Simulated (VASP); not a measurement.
# NbAl2N3: single point with r2SCAN

NbAl2N3:

```xyz
12
Lattice="5.0331 -2.8917 0.0000 5.0331 2.8917 0.0000 0.0000 0.0000 4.6427" Properties=species:S:1:pos:R:3 pbc="T T T"
Al    6.7590   -0.9019    4.6117
Al    6.7590    0.9019    2.2904
Al    3.3073   -0.9019    4.6117
Al    3.3073    0.9019    2.2904
Nb    5.0331   -2.0379    2.0255
Nb    5.0331    2.0379    4.3468
N     6.8281   -0.9400    1.8744
N     3.2382   -0.9400    1.8744
N     5.0331    1.6386    1.9858
N     6.8281    0.9400    4.1957
N     3.2382    0.9400    4.1957
N     5.0331   -1.6386    4.3071
```

The cell was built by a generator and needn't be a form met in nature.

```json
{"Program": "VASP 6.6.1", "Task": "single point", "Functional": "r2SCAN", "Potentials or basis": "VASP PAW PBE potentials, release 64 (Al, Nb_sv, N)", "Cutoff": "520 eV", "k mesh": "6 × 6 × 6", "Occupations": "gaussian, width 0.1 eV", "Spin": "no spin polarisation", "Further INCAR settings": "ALGO = Normal; EDIFF = 1e-06"}
```

```json
{
 "Pressure": "-3.6 GPa",
 "Largest force": "0.212 eV/Å",
 "Band gap on the k mesh": "none (metal or under the smearing width)"
}
```

Forces on the atoms (eV/Å):
```
Al  -0.031  0.024  0.083
Al  -0.031 -0.024  0.083
Al   0.031  0.024  0.083
Al   0.031 -0.024  0.083
Nb   0.000 -0.169 -0.030
Nb   0.000  0.169 -0.030
N    0.147  0.076 -0.101
N   -0.147  0.076 -0.101
N    0.000 -0.201  0.067
N    0.147 -0.076 -0.101
N   -0.147 -0.076 -0.101
N    0.000  0.201  0.067
```

Stress tensor (GPa, compression positive):
```
-3.92  0.00  0.00
 0.00 -3.81  0.00
 0.00  0.00 -3.12
```

Levels at points of the mesh, in eV from the Fermi level:
```tsv
k point	band 30	band 31	band 32	band 33	band 34	band 35	band 36	band 37	band 38	band 39
(0.00, 0.00, 0.00)	-4.89	-4.35	-2.96	-2.60	-1.88	0.09	0.26	0.96	1.08	1.38
(0.50, 0.00, 0.00)	-4.16	-4.03	-3.77	-1.96	-0.91	0.08	0.39	0.71	1.07	2.07
(0.50, 0.50, 0.00)	-4.24	-4.04	-3.93	-2.00	-1.20	-0.09	0.83	1.05	1.62	1.70
(0.00, 0.00, 0.50)	-4.51	-4.03	-4.03	0.03	0.03	0.13	0.13	1.51	1.51	1.65
(0.50, 0.00, 0.50)	-4.37	-4.23	-4.23	-0.33	-0.33	0.29	0.29	1.16	1.16	2.17
(0.50, 0.50, 0.50)	-4.61	-4.13	-4.13	-0.16	-0.16	0.32	0.32	1.36	1.36	2.18
```

Wall time 5.3 min on 4 MPI ranks on Intel(R) Xeon(R) Platinum 8488C (Sapphire Rapids), on a shared host, peak memory 0.45 GiB a rank.

Caveat: the PAW data sets were made with another functional, which shifts forces and pressure a little.
